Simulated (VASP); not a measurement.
Here is a VASP 6.6.1 calculation.

POSCAR

```
WC
1.0
    2.9065000000      0.0000000000      0.0000000000
   -1.4532500000      2.5171028400      0.0000000000
    0.0000000000      0.0000000000      2.8366000000
W C
1 1
Direct
    0.0000000000      0.0000000000      0.0000000000
    0.6666666700      0.3333333300      0.5000000000
```

File INCAR.step1:

```
ALGO = Normal
EDIFF = 1E-8
EDIFFG = -0.002
ENCUT = 600
IBRION = 2
ISIF = 3
ISMEAR = 0
LASPH = T
LCHARG = F
LREAL = F
LWAVE = F
NELM = 80
NSW = 40
PREC = Accurate
SIGMA = 0.1
```

The input INCAR.step2:

```
ALGO = Normal
EDIFF = 1E-8
ENCUT = 600
IBRION = 6
ISIF = 3
ISMEAR = 0
LASPH = T
LCHARG = F
LREAL = F
LWAVE = F
NELM = 80
NFREE = 2
NSW = 1
POTIM = 0.015
PREC = Accurate
SIGMA = 0.1
```

The input KPOINTS:

```
k-points
0
Gamma
  13 13 10
```

Potentials or basis: VASP PAW LDA potentials, release 64 (W_sv, C).

Command:

```bash
$ cat potpaw_LDA.64/W_sv/POTCAR potpaw_LDA.64/C/POTCAR > POTCAR
$ cp INCAR.step1 INCAR
$ mpirun -np 1 vasp_std > vasp.out
$ cp CONTCAR POSCAR
$ cp INCAR.step2 INCAR
$ mpirun -np 1 vasp_std > vasp.out
```

(1) Predict the Voigt bulk modulus.

(2) What does it give for the highest phonon frequency at Γ, LO-TO splitting left out?

(3) Predict the relaxed volume.

Results:

(1) 423 GPa.

(2) 618 cm⁻¹.

(3) 10.19 Å³/atom.
